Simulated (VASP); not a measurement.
VASP input:

### INCAR
```
SYSTEM = ZnO
PREC = Accurate
ENCUT = 620
EDIFF = 1E-6
NELM = 100
ALGO = Normal
LREAL = .FALSE.
LASPH = .TRUE.
ISMEAR = 1
SIGMA = 0.1
GGA = PS
LMAXMIX = 4
LWAVE = .FALSE.
LCHARG = .FALSE.
IBRION = 2
ISIF = 3
NSW = 40
EDIFFG = -0.02
PSTRESS = 300
```

POSCAR:
```
ZnO
1.0
  2.5713835948   0.0000000000   0.0000000000
  0.0000000000   2.5713835948   0.0000000000
  0.0000000000   0.0000000000   2.5713835948
Zn O
1 1
Cartesian
  0.0000000000   0.0000000000   0.0000000000
  1.2856917974   1.2856917974   1.2856917974
```

### KPOINTS
```
Automatic
0
Gamma
  14 14 14
```

POTCAR, in this order: Zn O (PBE.64 set). Program: vasp_std.

Problem. Write an equivalent input for Ansatz.

Solution. One equivalent input (not run):
Ansatz 0.2 input:
```yaml
crystal:
  lattice:
    - [2.5713836, 0.0000000, 0.0000000]
    - [0.0000000, 2.5713836, 0.0000000]
    - [0.0000000, 0.0000000, 2.5713836]
  atoms:
    - { symbol: Zn, position: [0.0000000, 0.0000000, 0.0000000] }
    - { symbol: O, position: [0.5000000, 0.5000000, 0.5000000] }
kpoints:
  mp_grid: { grid: [14, 14, 14] }
hamiltonian:
  xc: pbesol
  pseudopotentials: { kind: paw }
scf:
  occupations: { method: methfessel_paxton, width: 0.1 }
  max_iter: 100
relax:
  max_steps: 40
  f_tol: 0.02
  cell: { p_target: 30 }
output: { forces: true, stress: true, eigenvalues: true }
```
What does not carry over: each code has its own PAW files, so the cut-off isn't converted (ENCUT is set for VASP's; basis.ecutwfc is left out, and Ansatz then takes the one that its files recommend); Ansatz stops its SCF on the density residual and VASP on the energy change (EDIFF).

The structure was generated: ZnO was put into the CsCl type type (Pm-3m), which need not be its known phase. This run relaxes it under an external pressure of 30 GPa. Symmetry was kept, so distortions that lower it aren't found.
